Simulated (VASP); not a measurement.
Here is the system:

```
CELL_PARAMETERS angstrom
     -1.72128     1.72128     1.72128
      1.72128    -1.72128     1.72128
      1.72128     1.72128    -1.72128
ATOMIC_POSITIONS crystal
  Li 0.00000 0.00000 0.00000
```

All values below come from r2SCAN+rVV10, VASP's PBE PAW potentials (set 64) (plane waves; VASP 6.6.1). Settings: 520 eV cut-off, 17×17×17 Γ-centred mesh, tetrahedra with Blöchl corrections, potentials Li_sv.

Question: Predict the energy per atom (σ→0), band gap (over mesh and band path) with the smallest direct gap where there is one.

Answer: 
```yaml
band gap (over mesh and band path): none (metal, semimetal or under 0.01 eV)
energy per atom (σ→0): -2.294 eV/atom
```

The absolute energy has meaning only against runs of the same code, potentials and settings.

The compound is Li in the bcc structure. It was relaxed first.
